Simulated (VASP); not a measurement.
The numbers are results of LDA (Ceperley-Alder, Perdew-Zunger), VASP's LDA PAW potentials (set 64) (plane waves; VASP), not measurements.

A VASP calculation is set up with these files.

**KPOINTS**
```
Automatic mesh
0
Gamma
3 3 3
0 0 0
```

### QPOINTS
```
k-points along high-symmetry lines
13
Line-mode
Cartesian
  0.000000   0.000000   0.000000 ! GAMMA
  0.000000   0.209461   0.000000 ! H

  0.000000   0.209461   0.000000 ! H
  0.104731   0.104731   0.000000 ! N

  0.104731   0.104731   0.000000 ! N
  0.000000   0.000000   0.000000 ! GAMMA

  0.000000   0.000000   0.000000 ! GAMMA
  0.104731   0.104731   0.104731 ! P

  0.104731   0.104731   0.104731 ! P
  0.000000   0.209461   0.000000 ! H

  0.104731   0.104731   0.104731 ! P
  0.104731   0.104731   0.000000 ! N
```

POSCAR:
```
Ba
1
   -7.1612286186     7.1612286186     7.1612286186
    7.1612286186    -7.1612286186     7.1612286186
    7.1612286186     7.1612286186    -7.1612286186
Ba
27
Direct
  0.0000000000   0.0000000000   0.0000000000
  0.0000000000   0.0000000000   0.3333333333
  0.0000000000   0.0000000000   0.6666666667
  0.0000000000   0.3333333333   0.0000000000
  0.0000000000   0.3333333333   0.3333333333
  0.0000000000   0.3333333333   0.6666666667
  0.0000000000   0.6666666667   0.0000000000
  0.0000000000   0.6666666667   0.3333333333
  0.0000000000   0.6666666667   0.6666666667
  0.3333333333   0.0000000000   0.0000000000
  0.3333333333   0.0000000000   0.3333333333
  0.3333333333   0.0000000000   0.6666666667
  0.3333333333   0.3333333333   0.0000000000
  0.3333333333   0.3333333333   0.3333333333
  0.3333333333   0.3333333333   0.6666666667
  0.3333333333   0.6666666667   0.0000000000
  0.3333333333   0.6666666667   0.3333333333
  0.3333333333   0.6666666667   0.6666666667
  0.6666666667   0.0000000000   0.0000000000
  0.6666666667   0.0000000000   0.3333333333
  0.6666666667   0.0000000000   0.6666666667
  0.6666666667   0.3333333333   0.0000000000
  0.6666666667   0.3333333333   0.3333333333
  0.6666666667   0.3333333333   0.6666666667
  0.6666666667   0.6666666667   0.0000000000
  0.6666666667   0.6666666667   0.3333333333
  0.6666666667   0.6666666667   0.6666666667
```

### INCAR
```
SYSTEM = Ba
PREC = Accurate; ENCUT = 400; LREAL = .FALSE.
LASPH = .TRUE.
EDIFF = 1E-7; NELM = 100; ALGO = Normal
LMAXMIX = 4
ISMEAR = 1; SIGMA = 0.1
IBRION = 6; NSW = 1; ISIF = 2
POTIM = 0.015; NFREE = 2
LWAVE = .FALSE.; LCHARG = .FALSE.
LPHON_DISPERSION = .TRUE.
```

POTCAR, in this order: Ba_sv (LDA.64 set). Program: vasp_std.

The resulting files:

File OSZICAR:
```
       N       E                     dE             d eps       ncg     rms          rms(c)
DAV:   1     0.209560839075E+04    0.20956E+04   -0.97854E+04  1296   0.114E+03
DAV:   2     0.113196991914E+03   -0.19824E+04   -0.19491E+04  1664   0.267E+02
DAV:   3    -0.503053858252E+02   -0.16350E+03   -0.15825E+03  1776   0.754E+01
DAV:   4    -0.605902045937E+02   -0.10285E+02   -0.10044E+02  2064   0.133E+01
DAV:   5    -0.609463165881E+02   -0.35611E+00   -0.34924E+00  1728   0.240E+00    0.107E+01
DAV:   6    -0.607750422079E+02    0.17127E+00   -0.37122E-01  1824   0.127E+00    0.615E+00
DAV:   7    -0.606714063770E+02    0.10364E+00   -0.24534E-01  1680   0.142E+00    0.315E-01
DAV:   8    -0.606736708234E+02   -0.22644E-02   -0.11351E-02  2056   0.177E-01    0.160E-01
DAV:   9    -0.606737322295E+02   -0.61406E-04   -0.63037E-04  1640   0.578E-02    0.116E-02
DAV:  10    -0.606737311764E+02    0.10530E-05   -0.42249E-05  1800   0.675E-03    0.773E-03
DAV:  11    -0.606737315771E+02   -0.40070E-06   -0.54495E-06  1760   0.279E-03    0.314E-03
DAV:  12    -0.606737317269E+02   -0.14974E-06   -0.38686E-07  1160   0.827E-04    0.813E-04
DAV:  13    -0.606737317282E+02   -0.13133E-08   -0.49660E-08   984   0.399E-04
   1 F= -.60673732E+02 E0= -.60662307E+02  d E =-.342731E-01
 Found     1 degrees of freedom:
       N       E                     dE             d eps       ncg     rms          rms(c)
DAV:   1    -0.606729730048E+02    0.75872E-03   -0.37682E-01  2100   0.109E+00    0.970E-02
DAV:   2    -0.606735235389E+02   -0.55053E-03   -0.78146E-03  2220   0.169E-01    0.302E-02
DAV:   3    -0.606735634913E+02   -0.39952E-04   -0.59143E-04  3192   0.328E-02    0.970E-03
DAV:   4    -0.606735642765E+02   -0.78512E-06   -0.10850E-05  2856   0.547E-03    0.532E-03
DAV:   5    -0.606735644279E+02   -0.15149E-06   -0.18870E-06  2600   0.205E-03    0.224E-03
DAV:   6    -0.606735645160E+02   -0.88083E-07   -0.17163E-07  1688   0.749E-04
   2 F= -.60673565E+02 E0= -.60662142E+02  d E =-.342687E-01
       N       E                     dE             d eps       ncg     rms          rms(c)
DAV:   1    -0.606717987412E+02    0.17657E-02   -0.11758E+00  1992   0.180E+00    0.175E-01
DAV:   2    -0.606734424106E+02   -0.16437E-02   -0.24617E-02  2188   0.298E-01    0.563E-02
DAV:   3    -0.606735622816E+02   -0.11987E-03   -0.18295E-03  3176   0.583E-02    0.196E-02
DAV:   4    -0.606735637835E+02   -0.15019E-05   -0.37761E-05  2608   0.109E-02    0.994E-03
DAV:   5    -0.606735643067E+02   -0.52321E-06   -0.75395E-06  2992   0.416E-03    0.349E-03
DAV:   6    -0.606735644983E+02   -0.19162E-06   -0.73461E-07  2240   0.156E-03    0.116E-03
DAV:   7    -0.606735645141E+02   -0.15760E-07   -0.15429E-07  1640   0.758E-04
   3 F= -.60673565E+02 E0= -.60662142E+02  d E =-.342687E-01
```

**OUTCAR**
```
------------------------ aborting loop because EDIFF is reached ----------------------------------------
  FORCE on cell =-STRESS in cart. coord.  units (eV):
  Direction    XX          YY          ZZ          XY          YZ          ZX
  --------------------------------------------------------------------------------------
  Total       -0.5563063     -0.5562351     -0.5562351      0.0000000      0.0000000      0.0000000
  in kB       -0.6067390     -0.6066615     -0.6066615      0.0000000      0.0000000      0.0000000
  external PRESSURE =      -0.6066873 kB  Pullay stress =       0.0000000 kB
  volume of cell :     1469.00
      direct lattice vectors                 reciprocal lattice vectors
    -7.161228619  7.161228619  7.161228619     0.000000000  0.069820421  0.069820421
     7.161228619 -7.161228619  7.161228619     0.069820421  0.000000000  0.069820421
     7.161228619  7.161228619 -7.161228619     0.069820421  0.069820421  0.000000000
 POSITION                                       TOTAL-FORCE (eV/Angst)
 -----------------------------------------------------------------------------------
     -0.01500      0.00000      0.00000         0.022199      0.000000     -0.000000
      2.38708      2.38708     -2.38708        -0.002045     -0.002655      0.002655
      4.77415      4.77415     -4.77415        -0.002042     -0.002691      0.002691
      2.38708     -2.38708      2.38708        -0.002045      0.002655     -0.002655
      4.77415      0.00000      0.00000        -0.001044      0.000000     -0.000000
      7.16123      2.38708     -2.38708        -0.001039      0.000003     -0.000003
      4.77415     -4.77415      4.77415        -0.002042      0.002691     -0.002691
      7.16123     -2.38708      2.38708        -0.001039     -0.000003      0.000003
      9.54830      0.00000      0.00000        -0.001153      0.000000     -0.000000
     -2.38708      2.38708      2.38708        -0.002042      0.002691      0.002691
      0.00000      4.77415      0.00000        -0.000866     -0.000013     -0.000000
      2.38708      7.16123     -2.38708         0.000497      0.000000      0.000015
      0.00000      0.00000      4.77415        -0.000866     -0.000000     -0.000013
      2.38708      2.38708      2.38708        -0.002045     -0.002655     -0.002655
      4.77415      4.77415     -0.00000         0.000496     -0.000025     -0.000000
      2.38708     -2.38708      7.16123         0.000497      0.000015     -0.000000
      4.77415     -0.00000      4.77415         0.000496     -0.000000     -0.000025
      7.16123      2.38708      2.38708        -0.001039      0.000003      0.000003
     -4.77415      4.77415      4.77415        -0.002045      0.002655      0.002655
     -2.38708      7.16123      2.38708         0.000496      0.000000      0.000025
      0.00000      9.54830      0.00000        -0.000866      0.000013     -0.000000
     -2.38708      2.38708      7.16123         0.000496      0.000025     -0.000000
     -0.00000      4.77415      4.77415        -0.001039     -0.000003     -0.000003
      2.38708      7.16123      2.38708         0.000497     -0.000000     -0.000015
      0.00000      0.00000      9.54830        -0.000866     -0.000000      0.000013
      2.38708      2.38708      7.16123         0.000497     -0.000015     -0.000000
      4.77415      4.77415      4.77415        -0.002042     -0.002691     -0.002691
 -----------------------------------------------------------------------------------
    total drift:                               -0.000240      0.000000      0.000000
  FREE ENERGIE OF THE ION-ELECTRON SYSTEM (eV)
  ---------------------------------------------------
  free  energy   TOTEN  =       -60.6735645141 eV

  energy  without entropy=      -60.6392958449  energy(sigma->0) =      -60.66214162
```
(Selected blocks of OUTCAR.)

The cell is a supercell, built from Ba (bcc).
